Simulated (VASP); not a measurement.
Set up this calculation in VASP 6.6.1, as the native input.

| Property | Result |
| --- | --- |
| Task | relaxation of cell and atoms |
| Functional | PBE |
| Potentials or basis | VASP PAW PBE potentials, release 64 (Ga_d, B) |
| Cutoff | 600 eV |
| k mesh | 10 × 10 × 10 |
| Occupations | gaussian, width 0.1 eV |
| Spin | no spin polarisation |
| Dipole correction | no |
| Further INCAR settings | ALGO = Normal; EDIFF = 1e-07; IBRION = 2; EDIFFG = -0.01; NSW = 100; ISIF = 3 |

The structure of GaB5 lies in POSCAR:

```
GaB5
1.0
    0.0000000000      3.5844284619      3.5844284619
    3.5844284619      0.0000000000      3.5844284619
    3.5844284619      3.5844284619      0.0000000000
Ga B
1 5
Direct
    0.7500000000      0.7500000000      0.7500000000
    0.5842531858      0.2472404425      0.5842531858
    0.5842531858      0.5842531858      0.5842531858
    0.2472404425      0.5842531858      0.5842531858
    0.5842531858      0.5842531858      0.2472404425
    0.2500000000      0.2500000000      0.2500000000
```

The cell was built by a generator and needn't be a form met in nature.

The cell isn't the ideal one: random cell by space group and Wyckoff sites (F-43m, No. 216).

The input as run:

INCAR

```
ALGO     = Normal         # electronic algorithm
EDIFF    = 1E-7           # SCF threshold, eV
EDIFFG   = -0.01          # ionic threshold
ENCUT    = 600            # plane-wave cutoff, eV
GGA      = PE             # functional
IBRION   = 2              # ionic algorithm
ISIF     = 3              # what is computed and relaxed
ISMEAR   = 0              # smearing method
LASPH    = T              # aspherical terms in the spheres
LCHARG   = F              # write CHGCAR
LREAL    = F              # projectors in reciprocal space
LWAVE    = F              # write WAVECAR
NELM     = 80             # most SCF steps
NSW      = 100            # ionic steps
PREC     = Accurate       # precision mode
SIGMA    = 0.1            # smearing width, eV
```

KPOINTS

```
k-points
0
Gamma
  10 10 10
```

Potentials or basis: VASP PAW PBE potentials, release 64 (Ga_d, B).

Run with:

```bash
$ cat potpaw_PBE.64/Ga_d/POTCAR potpaw_PBE.64/B/POTCAR > POTCAR
$ mpirun -np 1 vasp_std > vasp.out
```

It gave:

| Property | Result |
| --- | --- |
| Pressure after relaxing | 0.1 GPa |
| Largest force after relaxing | 0.005 eV/Å |
| Band gap on the k mesh | none (metal or under the smearing width) |

Caveat: the relaxation stopped at its first step, so nothing moved.

Run time: 53 s on 1 thread of Intel(R) Xeon(R) 6975P-C (Granite Rapids), with other jobs on the host, peak memory 0.28 GiB.
